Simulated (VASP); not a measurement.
Cd2SO:

```xyz
4
Lattice="1.8021 1.0404 6.0572 -1.8021 1.0404 6.0572 0.0000 -2.0809 6.0572" Properties=species:S:1:pos:R:3 pbc="T T T"
O     1.8021    1.0404    6.0572
S     0.0000    0.0000    9.0857
Cd    0.0000    0.0000    4.7342
Cd    0.0000    0.0000   13.4373
```

The cell was built by a generator and needn't be a form met in nature.

The cell isn't the ideal one: uniaxial_z strain +3.6%.

Base run:

```yaml
Program: VASP 6.6.1
Functional: r2SCAN
Potentials_or_basis: VASP PAW PBE potentials, release 64 (O, S, Cd)
Cutoff: 520 eV
k_mesh: 8 × 8 × 8
Occupations: fermi-dirac, width 0.02 eV
Spin: no spin polarisation
```

Its results: band gap on the k mesh none (metal or under the smearing width); pressure -2.7 GPa; largest force 0.017 eV/Å.

Q: The run is repeated on the same cell with these changes: functional from r2SCAN to PBE; further incar settings from ALGO = Normal; EDIFF = 1e-07; NBANDS = 26 to ALGO = Normal; EDIFF = 1e-06; NBANDS = 26. What comes out?

A: Band gap on the k mesh none (metal or under the smearing width); pressure 0.2 GPa; largest force 0.093 eV/Å.

Caveats: the PAW data sets were made with another functional, which shifts forces and pressure a little (some runs).
